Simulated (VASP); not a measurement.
SbP:

```
Sb P
1.0
     3.63219    0.00000    0.00000
    -1.81610    3.14557    0.00000
     0.00000    0.00000    5.65888
Sb P
1 1
Cartesian
  0.0000 2.0970 2.8294
  0.0000 0.0000 0.0000
```

The cell was built by a generator and needn't be a form met in nature.

```yaml
Program: VASP 6.6.1
Task: relaxation of cell and atoms
Functional: rSCAN
Potentials_or_basis: VASP PAW PBE potentials, release 64 (Sb, P)
Cutoff: 600 eV
k_mesh: 8 × 8 × 5
Occupations: gaussian, width 0.05 eV
Spin: no spin polarisation
```

At the start: pressure -12.5 GPa; volume 32.33 Å³/atom.

Question: Where does the relaxation end?

Answer: Over 24 steps the energy falls by 1154.9 meV/atom and the volume is 22.02 Å³/atom (-31.9 %); space group P-6m2 (No. 187, to 0.05 Å).

The path:
| step | energy change (eV) | largest force (eV/Å) | pressure (GPa) | volume (Å³) |
| --- | --- | --- | --- | --- |
| 1 | 0.0000 | 0.0000 | -12.45 | 64.65 |
| 2 | -1.3393 | 0.0000 | -2.42 | 43.85 |
| 3 | -1.3592 | 0.0000 | 0.07 | 42.20 |
| 4 | -1.3598 | 0.0000 | 0.79 | 41.81 |
| 5 | -1.4217 | 0.0000 | 1.98 | 41.58 |
| 6 | -1.5725 | 0.0000 | 2.74 | 41.07 |
| 7 | -2.1206 | 0.0000 | 8.49 | 39.38 |
| 8 | 0.7486 | 0.0000 | 59.16 | 33.09 |
| 9 | -2.1013 | 0.0000 | 13.63 | 38.50 |
| 10 | -2.1414 | 0.0000 | 11.09 | 38.88 |
| 11 | -2.1640 | 0.0000 | 10.63 | 39.18 |
| 12 | -2.1747 | 0.0000 | 10.15 | 39.76 |
| 13 | -2.2065 | 0.0000 | 8.69 | 40.29 |
| 14 | -2.2754 | 0.0000 | 4.69 | 41.90 |
| 15 | -2.3018 | 0.0000 | -1.88 | 45.25 |
| 16 | -2.3080 | 0.0000 | -0.14 | 44.25 |
| 17 | -2.3080 | 0.0000 | 0.03 | 44.16 |
| 18 | -2.3085 | 0.0000 | 0.05 | 44.12 |
| 19 | -2.3095 | 0.0000 | 0.11 | 44.02 |
| 20 | -2.3089 | 0.0000 | 0.29 | 43.81 |
| 21 | -2.3097 | 0.0000 | 0.16 | 43.94 |
| 22 | -2.3097 | 0.0000 | 0.16 | 43.95 |
| 23 | -2.3098 | 0.0000 | 0.07 | 44.00 |
| 24 | -2.3098 | 0.0000 | 0.00 | 44.03 |

Final structure:
```
Sb P
1.0
     3.72049    0.00000    0.00000
    -1.86024    3.22204    0.00000
     0.00000    0.00000    3.67333
Sb P
1 1
Direct
  0.33333 0.66667 0.50000
  0.00000 0.00000 0.00000
```

Caveat: the volume moved by over 15 % at a fixed basis, so the end points are rough; the PAW data sets were made with another functional, which shifts forces and pressure a little.
